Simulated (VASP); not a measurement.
Set up this calculation in VASP 6.6.1, as the native input.

| Property | Result |
| --- | --- |
| Task | relaxation of cell and atoms |
| Functional | PBE |
| Potentials or basis | VASP PAW PBE potentials, release 64 (Ti_sv, Ru_pv, C) |
| Cutoff | 520 eV |
| k mesh | 6 × 6 × 2 |
| Occupations | gaussian, width 0.15 eV |
| Spin | no spin polarisation |
| Further INCAR settings | PREC = Normal; ALGO = Fast; EDIFF = 0.0001; IBRION = 2; EDIFFG = -0.08; NSW = 24; ISIF = 3 |

The structure of Ti2RuC3 lies in POSCAR:

```
Ti2RuC3
1.0
    3.3951512000      0.0000000000      0.0000000000
   -1.6975756000      2.9402871900      0.0000000000
    0.0000000000      0.0000000000      8.2442614700
Ti Ru C
2 1 3
Direct
    0.3333333300      0.6666666700      0.6735060200
    0.6666666700      0.3333333300      0.3264939800
    0.0000000000      0.0000000000      0.0000000000
    0.3333333300      0.6666666700      0.1539180000
    0.6666666700      0.3333333300      0.8460820000
    0.0000000000      0.0000000000      0.5000000000
```

The cell was built by a generator and needn't be a form met in nature.

These files were run (other wordings do the same):

INCAR

```
ALGO     = Fast           # electronic algorithm
EDIFF    = 1E-4           # SCF threshold, eV
EDIFFG   = -0.08          # ionic threshold
ENCUT    = 520            # plane-wave cutoff, eV
GGA      = PE             # functional
IBRION   = 2              # ionic algorithm
ISIF     = 3              # what is computed and relaxed
ISMEAR   = 0              # smearing method
LASPH    = T              # aspherical terms in the spheres
LCHARG   = F              # write CHGCAR
LREAL    = F              # projectors in reciprocal space
LWAVE    = F              # write WAVECAR
NELM     = 60             # most SCF steps
NSW      = 24             # ionic steps
PREC     = Normal         # precision mode
SIGMA    = 0.15           # smearing width, eV
```

KPOINTS

```
k-points
0
Gamma
  6 6 2
```

Potentials or basis: VASP PAW PBE potentials, release 64 (Ti_sv, Ru_pv, C).

Command:

```console
$ cat potpaw_PBE.64/Ti_sv/POTCAR potpaw_PBE.64/Ru_pv/POTCAR potpaw_PBE.64/C/POTCAR > POTCAR
$ mpirun -np 1 vasp_std > vasp.out
```

It gave:

The relaxed volume is 10.05 Å³/atom, the relaxed cell is a = 3.108 Å, b = 3.108 Å, c = 7.208 Å, α = 90.00°, β = 90.00°, γ = 120.00° and the space group after relaxing (to 0.05 Å) is P-3m1 (No. 164). The energy gained by relaxing is 659.1 meV/atom. The ionic steps are 8, the pressure after relaxing is 0.5 GPa and the largest force after relaxing is 0.051 eV/Å. The band gap on the k mesh is none (metal or under the smearing width).

Caveat: the k mesh is coarse (spacing up to 0.38 Å⁻¹), so the values aren't converged; the volume moved by over 15 % at a fixed basis, so the end points are rough; the relaxation stopped at a loose force limit of 0.08 eV/Å, so its end isn't a converged minimum.

Wall time 81 s on 1 thread of Intel(R) Xeon(R) 6975P-C (Granite Rapids), on a shared host, peak memory 0.17 GiB.
